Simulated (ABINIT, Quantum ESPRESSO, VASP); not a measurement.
# GeRh (Pnma, 8 atoms in the cell) computed with different codes at matched settings

Self-consistent single point.

```
GeRh
1.0
    5.68631     0.00000     0.00000
    0.00000     3.30181     0.00000
    0.00000     0.00000     6.47300
Ge Rh
4 4
Direct
  0.80826   0.75000   0.43643
  0.19174   0.25000   0.56357
  0.69174   0.25000   0.93643
  0.30826   0.75000   0.06357
  0.99544   0.75000   0.79662
  0.00456   0.25000   0.20338
  0.50456   0.25000   0.29662
  0.49544   0.75000   0.70338
```

All programs got the same cell, k-point mesh and kind of occupations (in ABINIT's words: tsmear = 0.00367493 Ha; ngkpt = 3 6 3; nshiftk = 1; shiftk = 0 0 0); potentials, basis and cutoffs are each program's usual ones.

```csv
code,model,pressure (GPa),largest force (eV/Å),cutoff
ABINIT,"PBEsol, norm-conserving pseudopotentials (PseudoDojo nc-sr-04 PBEsol standard)",-3.93,0.073,44 Ha
Quantum ESPRESSO,"PBEsol, PSlibrary ultrasoft (PBE) pseudopotentials",-2.43,0.098,60 Ry
VASP,"PBEsol, VASP's PBE PAW potentials (set 64)",-5.23,0.073,300 eV
```

Size of the force on each atom (eV/Å): Sizes of forces hide their directions.

```csv
code,Ge1,Ge2,Ge3,Ge4,Rh5,Rh6,Rh7,Rh8
ABINIT,0.073,0.073,0.073,0.073,0.059,0.059,0.059,0.059
Quantum ESPRESSO,0.056,0.056,0.056,0.056,0.098,0.098,0.098,0.098
VASP,0.073,0.073,0.073,0.073,0.051,0.051,0.051,0.051
```

The spread over the programs that give each value: pressure within 2.80 GPa; largest force within 0.025 eV/Å.

The starting cell comes from a database of computed structures (which also holds hypothetical and non-ambient phases and stackings), without a prior relaxation at this level. Its lattice was rescaled by a random factor within 2.5 % of one. On ABINIT's run: Spin polarisation is off. In the base run, with a pressure of about -4 GPa the cell is away from its equilibrium volume at this level. Without a gap this mesh is coarse (it stands for a supercell whose shortest vector is 17 Å).

Question: Why do the programs differ, and what cannot be compared?

Answer: Differences of this kind can come from the potentials, where these differ, and from what each basis and cutoff leave unconverged. The valence holds different numbers of electrons (ABINIT 124, Quantum ESPRESSO 84, VASP 116). The zero of total energies and Fermi levels follows the potentials and each program's conventions, so they are not compared here.

The shared mesh is coarse (it stands for a supercell whose shortest vector is 17 Å), so the values are not converged in it.

VASP's run is marked for a possible Pulay error in its stress at this cutoff; no cutoff test was made.

Left out of this page: Ansatz, GPAW, CP2K, Elk, FLEUR and SIESTA (not drawn, or without a comparable value).
